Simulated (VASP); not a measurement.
Input for VASP

**KPOINTS**
```
k-points along high-symmetry lines
6
Line-mode
Reciprocal
  0.000000   0.000000   0.000000 ! GAMMA
  0.500000   0.000000   0.500000 ! X

  0.500000   0.000000   0.500000 ! X
  0.625000   0.250000   0.625000 ! U

  0.375000   0.375000   0.750000 ! K
  0.000000   0.000000   0.000000 ! GAMMA

  0.000000   0.000000   0.000000 ! GAMMA
  0.500000   0.500000   0.500000 ! L

  0.500000   0.500000   0.500000 ! L
  0.500000   0.250000   0.750000 ! W

  0.500000   0.250000   0.750000 ! W
  0.500000   0.000000   0.500000 ! X
```

INCAR:
```
SYSTEM = PbS
PREC = Accurate
ENCUT = 400
EDIFF = 1E-6
NELM = 100
ALGO = Normal
LREAL = .FALSE.
LASPH = .TRUE.
ISMEAR = 0
SIGMA = 0.05
GGA = PE
LMAXMIX = 4
LWAVE = .FALSE.
LCHARG = .FALSE.
ISIF = 2
```

File POSCAR:
```
PbS
1
    0.0000000000     3.0294000000     3.0294000000
    3.0294000000     0.0000000000     3.0294000000
    3.0294000000     3.0294000000     0.0000000000
Pb S
1 1
Direct
  0.0000000000   0.0000000000   0.0000000000
  0.5000000000   0.5000000000   0.5000000000
```

POTCAR, in this order: Pb_d S (PBE.64 set). Program: vasp_std.

Output

### standard output
```
 POSCAR found type information on POSCAR PbS
 POSCAR found :  2 types and       2 ions
 Reading from existing POTCAR
 Reading from existing POTCAR
 LDA part: xc-table for (Slater+PW92), standard interpolation
 POSCAR, INCAR and KPOINTS ok, starting setup
 WAVECAR not read
 entering main loop
       N       E                     dE             d eps       ncg     rms          rms(c)
DAV:   1     0.145055310775E+03    0.14506E+03   -0.85510E+03  1024   0.122E+03
DAV:   2     0.169528142842E+01   -0.14336E+03   -0.13945E+03  1092   0.322E+02
DAV:   3    -0.974834532175E+01   -0.11444E+02   -0.11406E+02  1332   0.981E+01
DAV:   4    -0.999878478821E+01   -0.25044E+00   -0.25032E+00  1138   0.179E+01
DAV:   5    -0.100091996887E+02   -0.10415E-01   -0.10415E-01  1394   0.326E+00    0.464E+00
DAV:   6    -0.940913201063E+01    0.60007E+00   -0.18173E+00  1478   0.101E+01    0.328E+00
DAV:   7    -0.940825793245E+01    0.87408E-03   -0.22188E-01  1082   0.249E+00    0.171E+00
DAV:   8    -0.941322109649E+01   -0.49632E-02   -0.20627E-02  1128   0.161E+00    0.149E-01
DAV:   9    -0.941325996226E+01   -0.38866E-04   -0.57286E-03  1488   0.577E-01    0.129E-01
DAV:  10    -0.941348470619E+01   -0.22474E-03   -0.64804E-04  1074   0.168E-01    0.508E-02
DAV:  11    -0.941350718264E+01   -0.22476E-04   -0.60911E-05  1254   0.858E-02    0.297E-02
DAV:  12    -0.941350904661E+01   -0.18640E-05   -0.74837E-06  1068   0.265E-02    0.121E-02
DAV:  13    -0.941350872085E+01    0.32577E-06   -0.76004E-07   822   0.530E-03
   1 F= -.94135087E+01 E0= -.94135087E+01  d E =-.532724E-14
```

### OUTCAR
```
------------------------ aborting loop because EDIFF is reached ----------------------------------------
  FORCE on cell =-STRESS in cart. coord.  units (eV):
  Direction    XX          YY          ZZ          XY          YZ          ZX
  --------------------------------------------------------------------------------------
  Total       -1.0220413     -1.0220413     -1.0220413     -0.0000000     -0.0000000     -0.0000000
  in kB      -29.4495849    -29.4495849    -29.4495849     -0.0000000     -0.0000000     -0.0000000
  external PRESSURE =     -29.4495849 kB  Pullay stress =       0.0000000 kB
  volume of cell :       55.60
      direct lattice vectors                 reciprocal lattice vectors
     0.000000000  3.029400000  3.029400000    -0.165049185  0.165049185  0.165049185
     3.029400000  0.000000000  3.029400000     0.165049185 -0.165049185  0.165049185
     3.029400000  3.029400000  0.000000000     0.165049185  0.165049185 -0.165049185
  FREE ENERGIE OF THE ION-ELECTRON SYSTEM (eV)
  ---------------------------------------------------
  free  energy   TOTEN  =        -9.4135087208 eV

  energy  without entropy=       -9.4135087208  energy(sigma->0) =       -9.41350872
```
(Selected blocks of OUTCAR.)

Q: Read input and log: which fault does this run have?
(A) the lattice vectors form a left-handed set
(B) the lattice vectors carry noise near SYMPREC
(C) a line-mode KPOINTS file was used for a self-consistent run
(D) POTIM is too large for the ionic optimiser

A: C, a line-mode KPOINTS file was used for a self-consistent run. The run ends without an error. Against the sound run, the energy per atom (σ→0) falls by 0.324 eV/atom; the pressure falls by 1.62 GPa.

To mend it, correct KPOINTS.
KPOINTS:
```
Automatic mesh
0
Gamma
6 6 6
0 0 0
```
The mended run (PBE GGA, plane waves, VASP's PBE PAW potentials (set 64)) converges, and its OSZICAR ends with
```
   1 F= -.87654896E+01 E0= -.87654896E+01  d E =-.418392E-12
```

The compound is PbS in the rock salt structure. The cell was not relaxed at this level.
